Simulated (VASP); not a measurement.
VASP input:

### POSCAR
```
BaTiO3
1
    4.1386758332     0.0000000000     0.0000000000
    0.0000000000     4.1386758332     0.0000000000
    0.0000000000     0.0000000000     4.1386758332
Ba Ti O
1 1 3
Direct
  0.0000000000   0.0000000000   0.0000000000
  0.5000000000   0.5000000000   0.5000000000
  0.5000000000   0.0000000000   0.5000000000
  0.0000000000   0.5000000000   0.5000000000
  0.5000000000   0.5000000000   0.0000000000
```

INCAR:
```
LWAVE=.FALSE.
GGA=ML
LCHARG=.FALSE.
LASPH=.TRUE.   # aspherical one-centre terms
LMAXMIX=4
LREAL=.FALSE.
NELM=100
ENCUT=520   # plane-wave cut-off (eV)
AGGAC=0.0
SYSTEM=BaTiO3
EDIFF=1E-7   # SCF stop (eV)
SIGMA=0.05
PREC=Accurate
ALGO=Normal   # blocked Davidson
ISIF=2
LUSE_VDW=.TRUE.
ZAB_VDW=-1.8867
ISMEAR=0   # Gaussian
```

KPOINTS:
```
K-points
0
G
  6 6 6
```

POTCAR, in this order: Ba_sv Ti_sv O (PBE.64 set). Program: vasp_std.

Question: Write an equivalent input for Quantum ESPRESSO's pw.x.

Answer: One equivalent input (not run):
```
&CONTROL
  calculation = 'scf'
  pseudo_dir = './pseudo'
  outdir = './out'
  tprnfor = .true.
  tstress = .true.
/
&SYSTEM
  ibrav = 0
  nat = 5
  ntyp = 3
  ecutwfc = 84
  occupations = 'smearing'
  smearing = 'gaussian'
  degauss = 0.003675
  input_dft = 'vdw-df2'
/
&ELECTRONS
  conv_thr = 7.3e-09
  electron_maxstep = 100
/
ATOMIC_SPECIES
  Ba 137.327 Ba.upf
  Ti 47.867 Ti.upf
  O 15.999 O.upf
CELL_PARAMETERS angstrom
     4.1386758    0.0000000    0.0000000
     0.0000000    4.1386758    0.0000000
     0.0000000    0.0000000    4.1386758
ATOMIC_POSITIONS crystal
  Ba   0.0000000  0.0000000  0.0000000
  Ti   0.5000000  0.5000000  0.5000000
  O    0.5000000  0.0000000  0.5000000
  O    0.0000000  0.5000000  0.5000000
  O    0.5000000  0.5000000  0.0000000
K_POINTS automatic
  6 6 6 0 0 0
```
Limits of the translation: the potentials are each code's own (VASP's PAW set, PseudoDojo norm-conserving files in pw.x), so ENCUT and ecutwfc are chosen apart and not converted; conv_thr bounds pw.x's estimated SCF error, while EDIFF bounds the energy change between steps.

The compound is BaTiO3 in the cubic perovskite structure, the ideal cubic form; the compound distorts at low or room temperature. This cell is one point of a volume scan, at 1.03 of the reference volume.
